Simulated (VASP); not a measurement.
Computed with PBEsol GGA with spin-orbit coupling, VASP's PBE PAW potentials (set 64) (plane waves; VASP).

The input files of a VASP run:

### KPOINTS_OPT
```
k-points along high-symmetry lines
8
Line-mode
Reciprocal
  0.000000   0.000000   0.000000 ! GAMMA
  0.000000   0.500000   0.000000 ! X

  0.000000   0.500000   0.000000 ! X
  0.500000   0.500000   0.000000 ! M

  0.500000   0.500000   0.000000 ! M
  0.000000   0.000000   0.000000 ! GAMMA

  0.000000   0.000000   0.000000 ! GAMMA
  0.500000   0.500000   0.500000 ! R

  0.500000   0.500000   0.500000 ! R
  0.000000   0.500000   0.000000 ! X

  0.500000   0.500000   0.500000 ! R
  0.500000   0.500000   0.000000 ! M
```

KPOINTS:
```
Automatic mesh
0
Gamma
12 12 12
0 0 0
```

POSCAR:
```
CoGa
1.0
  2.8373076076   0.0000000000   0.0000000000
  0.0000000000   2.8373076076   0.0000000000
  0.0000000000   0.0000000000   2.8373076076
Ga Co
1 1
Cart
  1.4186538038   1.4186538038   1.4186538038
  0.0000000000   0.0000000000   0.0000000000
```

**INCAR**
```
SYSTEM = CoGa
PREC = Accurate
ENCUT = 400
EDIFF = 1E-6
NELM = 100
ALGO = Normal
LREAL = .FALSE.
LASPH = .TRUE.
ISMEAR = 0
SIGMA = 0.05
GGA = PS
LMAXMIX = 4
LWAVE = .FALSE.
LCHARG = .FALSE.
LSORBIT = .TRUE.
MAGMOM = 0 0 0 0 0 0
GGA_COMPAT = .FALSE.
```

POTCAR, in this order: Ga_d Co (PBE.64 set). Program: vasp_ncl.

Output of the run:

### OSZICAR
```
       N       E                     dE             d eps       ncg     rms          rms(c)
DAV:   1     0.136251973305E+03    0.13625E+03   -0.83524E+03  5482   0.230E+03
DAV:   2     0.212055104850E+01   -0.13413E+03   -0.12807E+03  5100   0.437E+02
DAV:   3    -0.126436646704E+02   -0.14764E+02   -0.14459E+02  5658   0.138E+02
DAV:   4    -0.130010112986E+02   -0.35735E+00   -0.35665E+00  5870   0.249E+01
DAV:   5    -0.130165692358E+02   -0.15558E-01   -0.15556E-01  7626   0.428E+00    0.108E+01
DAV:   6    -0.140149364176E+02   -0.99837E+00   -0.14495E+01  5790   0.697E+01    0.119E+01
DAV:   7    -0.118031636376E+02    0.22118E+01   -0.72552E+00  5564   0.543E+01    0.179E+00
DAV:   8    -0.118003865319E+02    0.27771E-02   -0.43832E-01  5754   0.671E+00    0.822E-01
DAV:   9    -0.117903496861E+02    0.10037E-01   -0.29012E-02  6088   0.334E+00    0.211E-01
DAV:  10    -0.117901249436E+02    0.22474E-03   -0.22737E-03  5950   0.602E-01    0.121E-01
DAV:  11    -0.117900074370E+02    0.11751E-03   -0.16814E-04  7940   0.193E-01    0.721E-02
DAV:  12    -0.117899785364E+02    0.28901E-04   -0.14840E-04  6338   0.242E-01    0.144E-02
DAV:  13    -0.117899781621E+02    0.37431E-06   -0.23164E-05  5810   0.744E-02    0.386E-03
DAV:  14    -0.117899782167E+02   -0.54564E-07   -0.67039E-07  4308   0.895E-03
   1 F= -.11789978E+02 E0= -.11789255E+02  d E =-.144577E-02  mag=    -0.0000    -0.0000     0.0000
       N       E                     dE             ncg
```

**OUTCAR**
```
------------------------ aborting loop because EDIFF is reached ----------------------------------------
  FORCE on cell =-STRESS in cart. coord.  units (eV):
  Direction    XX          YY          ZZ          XY          YZ          ZX
  --------------------------------------------------------------------------------------
  Total       -0.0021821     -0.0021821     -0.0021821      0.0000000     -0.0000000      0.0000000
  in kB       -0.1530591     -0.1530591     -0.1530591      0.0000000     -0.0000000      0.0000000
  external PRESSURE =      -0.1530591 kB  Pullay stress =       0.0000000 kB
  volume of cell :       22.84
      direct lattice vectors                 reciprocal lattice vectors
     2.837307608  0.000000000  0.000000000     0.352446805  0.000000000  0.000000000
     0.000000000  2.837307608  0.000000000     0.000000000  0.352446805  0.000000000
     0.000000000  0.000000000  2.837307608     0.000000000  0.000000000  0.352446805
 POSITION                                       TOTAL-FORCE (eV/Angst)
 -----------------------------------------------------------------------------------
      1.41865      1.41865      1.41865         0.000000      0.000000      0.000000
      0.00000      0.00000      0.00000         0.000000      0.000000      0.000000
 -----------------------------------------------------------------------------------
    total drift:                               -0.000000      0.000000      0.000000
  FREE ENERGIE OF THE ION-ELECTRON SYSTEM (eV)
  ---------------------------------------------------
  free  energy   TOTEN  =       -11.7899782167 eV

  energy  without entropy=      -11.7885324489  energy(sigma->0) =      -11.78925533

 Ion:    1  E_soc:     -0.0134009

 Ion:    2  E_soc:     -0.0159967
```
(Selected blocks of OUTCAR.)

The compound is CoGa in the CsCl type structure. It was relaxed first.
